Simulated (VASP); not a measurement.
A convergence study with VASP on Cd (hcp): a few settings are varied, all else stays as given below, so the limit is that of these other settings.

```
Cd
1.0
    1.49000    -2.58076     0.00000
    1.49000     2.58076     0.00000
    0.00000     0.00000     5.62000
Cd
2
Direct
  0.33333   0.66667   0.25000
  0.66667   0.33333   0.75000
```

Level of theory: PBE GGA, VASP's PBE PAW potentials (set 64) (plane waves; VASP). The last row used: 550 eV cut-off, 22×22×10 Γ-centred mesh, second-order Methfessel-Paxton smearing of 0.40 eV, potentials Cd.

| setting | E (eV/atom) | pressure (GPa) | irreducible k-points |
|---|---|---|---|
| ISMEAR = -1, SIGMA = 0.01, 8×8×4 mesh | -0.7212 | 3.30 | 30 |
| ISMEAR = -1, SIGMA = 0.1, 8×8×4 mesh | -0.7215 | 3.42 | 30 |
| ISMEAR = 0, SIGMA = 0.01, 8×8×4 mesh | -0.7212 | 3.30 | 30 |
| ISMEAR = 0, SIGMA = 0.1, 8×8×4 mesh | -0.7212 | 3.36 | 30 |
| ISMEAR = 1, SIGMA = 0.01, 8×8×4 mesh | -0.7212 | 3.30 | 30 |
| ISMEAR = 1, SIGMA = 0.2, 8×8×4 mesh | -0.7211 | 3.40 | 30 |
| ISMEAR = 2, SIGMA = 0.05, 8×8×4 mesh | -0.7212 | 3.30 | 30 |
| ISMEAR = 2, SIGMA = 0.2, 8×8×4 mesh | … | … | 30 |
| ISMEAR = -1, SIGMA = 0.01, 16×16×7 mesh | -0.7349 | 3.11 | 120 |
| ISMEAR = -1, SIGMA = 0.2, 16×16×7 mesh | -0.7345 | 3.37 | 120 |
| ISMEAR = 0, SIGMA = 0.01, 16×16×7 mesh | -0.7349 | 3.11 | 120 |
| ISMEAR = 0, SIGMA = 0.2, 16×16×7 mesh | -0.7351 | 3.13 | 120 |
| ISMEAR = 1, SIGMA = 0.01, 16×16×7 mesh | -0.7349 | 3.11 | 120 |
| ISMEAR = 1, SIGMA = 0.4, 16×16×7 mesh | -0.7355 | 3.09 | 120 |
| ISMEAR = 2, SIGMA = 0.05, 16×16×7 mesh | -0.7349 | 3.12 | 120 |
| ISMEAR = 2, SIGMA = 0.4, 16×16×7 mesh | -0.7352 | 3.08 | 120 |
| ISMEAR = -1, SIGMA = 0.05, 22×22×10 mesh | … | 3.12 | 312 |
| ISMEAR = -1, SIGMA = 0.2, 22×22×10 mesh | -0.7328 | 3.39 | 312 |
| ISMEAR = 0, SIGMA = 0.05, 22×22×10 mesh | -0.7346 | 3.10 | 312 |
| ISMEAR = 0, SIGMA = 0.2, 22×22×10 mesh | -0.7342 | 3.15 | 312 |
| ISMEAR = 1, SIGMA = 0.05, 22×22×10 mesh | -0.7346 | 3.10 | 312 |
| ISMEAR = 1, SIGMA = 0.4, 22×22×10 mesh | -0.7339 | 3.12 | 312 |
| ISMEAR = 2, SIGMA = 0.1, 22×22×10 mesh | -0.7346 | 3.10 | 312 |
| ISMEAR = 2, SIGMA = 0.4, 22×22×10 mesh | -0.7340 | 3.10 | 312 |

Q: What belongs in the gaps?

A: 
- ISMEAR = -1, SIGMA = 0.05, 22×22×10 mesh, E (eV/atom): -0.7344
- ISMEAR = 2, SIGMA = 0.2, 8×8×4 mesh, E (eV/atom): -0.7209
- ISMEAR = 2, SIGMA = 0.2, 8×8×4 mesh, pressure (GPa): 3.38

Left out are rungs that failed or repeat a setting and relaxations that didn't move; long series are thinned to 24 rows.

The compound is Cd in the hcp structure. The cell was not relaxed at this level.
